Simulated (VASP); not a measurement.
Consider the following.

```yaml
crystal:
  lattice:
    - [0.00000, 2.57000, 2.57000]
    - [2.57000, 0.00000, 2.57000]
    - [2.57000, 2.57000, 0.00000]
  atoms:
    - { symbol: Eu, position: [0.00000, 0.00000, 0.00000] }
    - { symbol: O, position: [0.50000, 0.50000, 0.50000] }
```

All values below come from PBE GGA, VASP's PBE PAW potentials (set 64) (plane waves; VASP). Numerical set-up: EDIFF = 1E-2, 520 eV cut-off, 8×8×8 Γ-centred mesh, Gaussian smearing of 0.050 eV, potentials Eu_2 O.

The 4f electrons are frozen in the core of the lanthanide potential, so 4f levels, which can set the real gap, and their magnetism are missing.

Q: Predict the energy per atom (σ→0), pressure, band gap (on the k-mesh) with the smallest direct gap where there is one.

A: 
```yaml
band gap (on the k-mesh): 2.86 eV
smallest direct gap (on the k-mesh): 2.90 eV
energy per atom (σ→0): -6.566 eV/atom
pressure: -6.70 GPa
```

The absolute energy has meaning only against runs of the same code, potentials and settings.

The compound is EuO in the rock salt structure. The cell was not relaxed at this level. The run is one of a series of settings (EDIFF = 1E-2 against the base run), some of them coarse on purpose.
